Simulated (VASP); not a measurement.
A convergence study with VASP on As (a7): one setting is varied, all else stays as given below, so the limit is that of these other settings. Each run relaxes cell and ions from the cell shown.

```
CELL_PARAMETERS angstrom
      3.68036    -1.88000     0.00000
      3.68036     1.88000     0.00000
      2.72002     0.00000     3.11142
ATOMIC_POSITIONS crystal
  As 0.22700 0.22700 0.22700
  As 0.77300 0.77300 0.77300
```

Computed with PBE GGA, VASP's PBE PAW potentials (set 64) (plane waves; VASP). The tightest run used: 550 eV cut-off, 16×16×16 Γ-centred mesh, first-order Methfessel-Paxton smearing of 0.10 eV, potentials As.

```tsv
setting	relaxed volume (Å³/atom)	E (eV/atom)	irreducible k-points
2×2×2 mesh	31.553	-4.2331	4
3×3×3 mesh	22.412	-4.7593	6
4×4×4 mesh	22.391	-4.7133	13
5×5×5 mesh	22.231	-4.6982	19
6×6×6 mesh	22.507	-4.6901	32
7×7×7 mesh	22.449	-4.6817	44
8×8×8 mesh	22.590	-4.6774	65
```

Task: These are the cheaper rows. Estimate the results at 16×16×16 mesh, and how far the last row shown lies from them.

Result: 
```json
[
 {"quantity": "relaxed volume (Å³/atom)", "tightest run": "22.689", "last row shown is off by": "-0.098"},
 {"quantity": "E (eV/atom)", "tightest run": "-4.6710", "last row shown is off by": "-0.0064"}
]
```

Left out are rungs that failed or repeat a setting and relaxations that didn't move; long series are thinned to 24 rows.

The compound is As in the a7 structure.
